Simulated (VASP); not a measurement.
Calculation: PBE GGA with D3 dispersion (Becke-Johnson damping), VASP's PBE PAW potentials (set 64) (plane waves; VASP).

VASP input:

POSCAR:
```
FePt
1
    2.7002269932    -0.0000000000     0.0000000000
    0.0000000000     2.7002269932     0.0000000000
    0.0000000000    -0.0000000000     3.7234830527
Fe Pt
1 1
Direct
  0.0000000000   0.0000000000   0.0000000000
  0.5000000000   0.5000000000   0.5000000000
```

### INCAR
```
ALGO=Normal
EDIFF=1E-7
ENCUT=520
GGA=PE
ISIF=2
ISMEAR=-5
ISPIN=2
IVDW=12
LASPH=.True.
LCHARG=.True.
LMAXMIX=6
LORBIT=11
LREAL=.False.
LWAVE=.False.
MAGMOM=2.9 0.3
NEDOS=601
NELM=100
PREC=Accurate
SYSTEM=FePt
```

**KPOINTS**
```
Automatic mesh
0
Gamma
15 15 11
0 0 0
```

POTCAR, in this order: Fe Pt (PBE.64 set). Program: vasp_std.

Output of the run:

**OSZICAR**
```
       N       E                     dE             d eps       ncg     rms          rms(c)
DAV:   1     0.933856371238E+02    0.93386E+02   -0.88726E+03 13367   0.134E+03
DAV:   2    -0.127630084217E+02   -0.10615E+03   -0.95057E+02 13233   0.257E+02
DAV:   3    -0.161284036949E+02   -0.33654E+01   -0.32694E+01 16363   0.554E+01
DAV:   4    -0.161626206663E+02   -0.34217E-01   -0.34265E-01 14825   0.475E+00
DAV:   5    -0.161635264437E+02   -0.90578E-03   -0.90726E-03 17209   0.882E-01    0.171E+01
DAV:   6    -0.171870265205E+02   -0.10235E+01   -0.13291E+01 13915   0.820E+01    0.229E+01
DAV:   7    -0.149208586389E+02    0.22662E+01   -0.92361E+00 16530   0.796E+01    0.895E+00
DAV:   8    -0.148765194052E+02    0.44339E-01   -0.45630E-01 15410   0.106E+01    0.426E+00
DAV:   9    -0.147985247835E+02    0.77995E-01   -0.13603E-01 18973   0.787E+00    0.177E+00
DAV:  10    -0.147893533049E+02    0.91715E-02   -0.32041E-02 19982   0.341E+00    0.666E-01
DAV:  11    -0.147888363365E+02    0.51697E-03   -0.20807E-03 17844   0.754E-01    0.261E-01
DAV:  12    -0.147885992958E+02    0.23704E-03   -0.28756E-04 18683   0.270E-01    0.687E-02
DAV:  13    -0.147886211603E+02   -0.21864E-04   -0.40283E-05 17322   0.130E-01    0.378E-02
DAV:  14    -0.147886226683E+02   -0.15080E-05   -0.53608E-06 18454   0.518E-02    0.124E-02
DAV:  15    -0.147886242234E+02   -0.15551E-05   -0.21003E-06 17501   0.346E-02    0.321E-03
DAV:  16    -0.147886240804E+02    0.14302E-06   -0.20818E-07  9414   0.731E-03    0.181E-03
DAV:  17    -0.147886237539E+02    0.32648E-06   -0.56464E-08  7334   0.280E-03    0.122E-03
DAV:  18    -0.147886239187E+02   -0.16479E-06   -0.12961E-08  6956   0.261E-03    0.264E-04
DAV:  19    -0.147886239232E+02   -0.44720E-08   -0.29819E-09  6865   0.644E-04
   1 F= -.15879200E+02 E0= -.15879200E+02  d E =0.000000E+00  mag=     3.2157
```

OUTCAR:
```
------------------------ aborting loop because EDIFF is reached ----------------------------------------
 Edisp (eV)   -1.09058
  FORCE on cell =-STRESS in cart. coord.  units (eV):
  Direction    XX          YY          ZZ          XY          YZ          ZX
  --------------------------------------------------------------------------------------
  Total      -0.03494    -0.03494    -0.02199     0.00000     0.00000    -0.00000
  in kB      -2.06217    -2.06217    -1.29785     0.00000     0.00000    -0.00000
  external pressure =       -1.81 kB  Pullay stress =        0.00 kB
  volume of cell :       27.15
      direct lattice vectors                 reciprocal lattice vectors
     2.700226993  0.000000000  0.000000000     0.370339235  0.000000000  0.000000000
     0.000000000  2.700226993  0.000000000     0.000000000  0.370339235  0.000000000
     0.000000000  0.000000000  3.723483053     0.000000000  0.000000000  0.268565745
 POSITION                                       TOTAL-FORCE (eV/Angst)
 -----------------------------------------------------------------------------------
      0.00000      0.00000      0.00000         0.000000      0.000000      0.000000
      1.35011      1.35011      1.86174         0.000000      0.000000      0.000000
 -----------------------------------------------------------------------------------
    total drift:                               -0.000000      0.000000      0.000000
  FREE ENERGIE OF THE ION-ELECTRON SYSTEM (eV)
  ---------------------------------------------------
  free  energy   TOTEN  =       -15.8791998862 eV

  energy  without entropy=      -15.8791998862  energy(sigma->0) =      -15.87919989

 total charge

# of ion       s       p       d       tot
------------------------------------------
    1        0.414   0.464   6.142   7.020
    2        0.724   0.686   8.067   9.477
--------------------------------------------------
tot          1.138   1.150  14.209  16.497

 magnetization (x)

# of ion       s       p       d       tot
------------------------------------------
    1        0.003  -0.009   2.882   2.877
    2       -0.026  -0.071   0.413   0.315
--------------------------------------------------
tot         -0.023  -0.080   3.295   3.192
```
(Selected blocks of OUTCAR.)

File OUTCAR:
```
 val. band max:        8.9400160532   @ k =   0.0667   0.0000   0.1818

 cond. band min:       8.7623706553   @ k =   0.4000   0.4000   0.0000


 Fermi energy:         8.9098920600

 spin component 1

 k-point     1 :       0.0000    0.0000    0.0000
  band No.  band energies     occupation
      1      -0.7931      1.00000
      2       2.4511      1.00000
      3       2.6147      1.00000
      4       5.4739      1.00000
      5       5.4739      1.00000
      6       5.9762      1.00000
      7       6.8585      1.00000
      8       6.9881      1.00000
      9       8.4401      1.00000
     10       8.5756      1.00000
     11       8.5756      1.00000
     12      11.0953      0.00000
     13      18.7197      0.00000
     14      20.8317      0.00000
     15      20.8317      0.00000

 k-point     2 :       0.0667    0.0000    0.0000
  band No.  band energies     occupation
      1      -0.6740      1.00000
      2       2.5186      1.00000
      3       2.6936      1.00000
      4       5.4222      1.00000
      5       5.5078      1.00000
      6       6.0089      1.00000
      7       6.8292      1.00000
      8       6.9871      1.00000
      9       8.1734      1.00000
     10       8.3306      1.00000
     11       8.5448      1.00000
     12      11.6090      0.00000
     13      18.6317      0.00000
     14      20.2150      0.00000
     15      21.0531      0.00000

 k-point     3 :       0.1333    0.0000    0.0000
  band No.  band energies     occupation
      1      -0.3286      1.00000
      2       2.6806      1.00000
      3       2.9571      1.00000
      4       5.2713      1.00000
      5       5.6080      1.00000
      6       6.0867      1.00000
      7       6.7473      1.00000
      8       7.0036      1.00000
      9       7.4316      1.00000
     10       8.0357      1.00000
     11       8.4536      1.00000
     12      12.6907      0.00000
     13      18.0304      0.00000
...
```

For a metal the tetrahedron method with Blöchl corrections gives inexact stress and forces. Unless said otherwise, spin-orbit coupling is left out, though it shifts the bands of the heavy elements here.

The compound is FePt in the L1_0 structure. It was relaxed first.
